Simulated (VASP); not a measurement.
Given:

```
Si
1.0
    0.00000     2.70978     2.70978
    2.70978     0.00000     2.70978
    2.70978     2.70978     0.00000
Si
2
Direct
  0.00000   0.00000   0.00000
  0.25000   0.25000   0.25000
```

All values below come from PBE GGA with D3 dispersion (Becke-Johnson damping), VASP's PBE PAW potentials (set 64) (plane waves; VASP). Run with 400 eV cut-off, 19×19×19 Γ-centred mesh, Gaussian smearing of 0.010 eV, potentials Si.

Q: Give the direction-averaged independent-particle dielectric function (no local fields, no excitons; a broadening of 0.1 eV leaves a tail below the gap, and fine structure carries the noise of the k-mesh).

A: 
```json
[
 {"ħω (eV)": "0.00", "ε₁": "13.48", "ε₂": "0.00"},
 {"ħω (eV)": "0.30", "ε₁": "13.56", "ε₂": "0.05"},
 {"ħω (eV)": "0.70", "ε₁": "13.93", "ε₂": "0.13"},
 {"ħω (eV)": "1.10", "ε₁": "14.65", "ε₂": "0.24"},
 {"ħω (eV)": "1.40", "ε₁": "15.51", "ε₂": "0.35"},
 {"ħω (eV)": "1.80", "ε₁": "17.33", "ε₂": "0.60"},
 {"ħω (eV)": "2.20", "ε₁": "20.71", "ε₂": "1.23"},
 {"ħω (eV)": "2.50", "ε₁": "25.98", "ε₂": "3.18"},
 {"ħω (eV)": "2.90", "ε₁": "26.95", "ε₂": "16.72"},
 {"ħω (eV)": "3.30", "ε₁": "24.71", "ε₂": "25.79"},
 {"ħω (eV)": "3.60", "ε₁": "18.28", "ε₂": "37.05"},
 {"ħω (eV)": "4.00", "ε₁": "-2.28", "ε₂": "41.00"},
 {"ħω (eV)": "4.40", "ε₁": "-10.07", "ε₂": "14.84"},
 {"ħω (eV)": "4.80", "ε₁": "-5.45", "ε₂": "15.00"},
 {"ħω (eV)": "5.10", "ε₁": "-13.25", "ε₂": "15.50"},
 {"ħω (eV)": "5.50", "ε₁": "-8.36", "ε₂": "6.60"},
 {"ħω (eV)": "5.90", "ε₁": "-7.26", "ε₂": "6.55"},
 {"ħω (eV)": "6.20", "ε₁": "-6.73", "ε₂": "7.01"},
 {"ħω (eV)": "6.60", "ε₁": "-5.75", "ε₂": "3.25"},
 {"ħω (eV)": "7.00", "ε₁": "-4.73", "ε₂": "3.70"},
 {"ħω (eV)": "7.30", "ε₁": "-4.52", "ε₂": "2.92"},
 {"ħω (eV)": "7.70", "ε₁": "-4.57", "ε₂": "2.23"},
 {"ħω (eV)": "8.10", "ε₁": "-3.27", "ε₂": "1.96"},
 {"ħω (eV)": "8.50", "ε₁": "-3.32", "ε₂": "1.84"}
]
```
ε₂ peaks at 4.0 eV (height 41.0); ε₁(0) averages 13.48, so the electronic refractive index below the gap tends to √13.48 = 3.67.

The structure comes from a measured Si entry (Fd-3m) of the Crystallography Open Database, whose conditions weren't checked. It was relaxed first.
